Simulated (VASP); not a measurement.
A convergence study with VASP on Be (hcp): a few settings are varied, all else stays as given below, so the limit is that of these other settings. The cell's lengths are 1 % over those of the tabulated start and one atom is moved, so it is off equilibrium.

```
Be
1.0
    1.15645    -2.00303     0.00000
    1.15645     2.00303     0.00000
    0.00000     0.00000     3.61580
Be
2
Direct
  0.33333   0.66667   0.25000
  0.69287   0.35953   0.75000
```

All values below come from PBE GGA, VASP's PBE PAW potentials (set 64) (plane waves; VASP). The last row used: 900 eV cut-off, 15×15×8 Γ-centred mesh, first-order Methfessel-Paxton smearing of 0.10 eV, potentials Be_sv.

Energies of different potentials or hybrids have different zeros.

```tsv
setting	E (eV/atom)	pressure (GPa)	largest force (eV/Å)	plane waves
ENCUT = 300, POTCAR Be	-3.7520	-6.16	0.199	214
ENCUT = 400, POTCAR Be	-3.7528	-6.24	0.199	318
ENCUT = 520, POTCAR Be	-3.7534	-6.22	0.199	482
ENCUT = 700, POTCAR Be	-3.7536	-6.24	0.199	732
ENCUT = 900, POTCAR Be	-3.7538	-6.24	0.199	1049
ENCUT = 300, POTCAR Be_sv	-3.7427	-10.98	0.195	214
ENCUT = 400, POTCAR Be_sv	[?]	[?]	0.199	318
ENCUT = 520, POTCAR Be_sv	-3.7508	-6.38	0.197	482
ENCUT = 700, POTCAR Be_sv	-3.7533	-6.14	0.199	732
ENCUT = 900, POTCAR Be_sv	-3.7536	-6.08	0.198	1049
```

### Question
Complete the blanks.

### Answer

- ENCUT = 400, POTCAR Be_sv, E (eV/atom): -3.7499
- ENCUT = 400, POTCAR Be_sv, pressure (GPa): -5.92

Left out are rungs that failed or repeat a setting and relaxations that didn't move; long series are thinned to 24 rows.

The compound is Be in the hcp structure. The cell was not relaxed at this level, it is distorted from the ideal structure.
